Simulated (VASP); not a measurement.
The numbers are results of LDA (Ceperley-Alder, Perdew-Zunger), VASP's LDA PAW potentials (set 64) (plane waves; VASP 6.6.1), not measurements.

VASP ran on this input.

POSCAR:
```
NiSb
1.0
  1.8715068988  -3.2415452639   0.0000000000
  1.8715068988   3.2415452639   0.0000000000
  0.0000000000   0.0000000000   4.8552786653
Ni Sb
2 2
Direct
  0.0000000000   0.0000000000   0.5000000000
  0.0000000000   0.0000000000   0.0000000000
  0.3333330000   0.6666670000   0.2500000000
  0.6666670000   0.3333330000   0.7500000000
```

### INCAR
```
# general
SYSTEM  = NiSb
PREC    = Accurate
ENCUT   = 500
LREAL   = .False.
LASPH   = .True.

# electronic loop
EDIFF   = 1E-6
NELM    = 100
ALGO    = Normal
LMAXMIX = 4

# smearing
ISMEAR  = 1
SIGMA   = 0.1

# ions
IBRION  = 2
NSW     = 40
ISIF    = 3
EDIFFG  = -0.02
PSTRESS = 300

# output
LWAVE   = .False.
LCHARG  = .False.
```

File KPOINTS:
```
Regular mesh
0
G
  9 9 6
```

POTCAR, in this order: Ni Sb (LDA.64 set). Program: vasp_std.

Energy and stress use the plane-wave basis of the starting cell. Unless said otherwise, spin-orbit coupling is left out, though it shifts the bands of the heavy elements here.

### Question
Estimate the energy per atom (σ→0), volume per atom, band gap (on the k-mesh).

### Answer

```json
{
  "energy per atom (σ→0)": "-5.858 eV/atom",
  "band gap (on the k-mesh)": "none (metal, semimetal or under 0.01 eV)",
  "volume_per_atom": "14.14 Å^3/atom"
}
```

**OSZICAR**
```
...
       N       E                     dE             d eps       ncg     rms          rms(c)
DAV:   1    -0.234304500308E+02    0.82114E-02   -0.33373E-03  1974   0.104E+00    0.153E-01
DAV:   2    -0.234306355887E+02   -0.18556E-03   -0.48296E-03  1998   0.147E+00    0.164E-01
DAV:   3    -0.234301744334E+02    0.46116E-03   -0.18362E-03  2001   0.935E-01    0.278E-02
DAV:   4    -0.234301665675E+02    0.78658E-05   -0.66096E-05  1877   0.547E-02    0.102E-02
DAV:   5    -0.234301645446E+02    0.20230E-05   -0.42985E-06  1826   0.387E-02    0.375E-03
DAV:   6    -0.234301644208E+02    0.12380E-06   -0.75569E-07   960   0.757E-03
   5 F= -.12838191E+02 E0= -.12838418E+02  d E =-.763296E-01
```

The compound is NiSb in the NiAs type structure. This run relaxes it under an external pressure of 30 GPa. Symmetry was kept, so distortions that lower it aren't found. The run is not spin-polarised, so no magnetic state was tried.
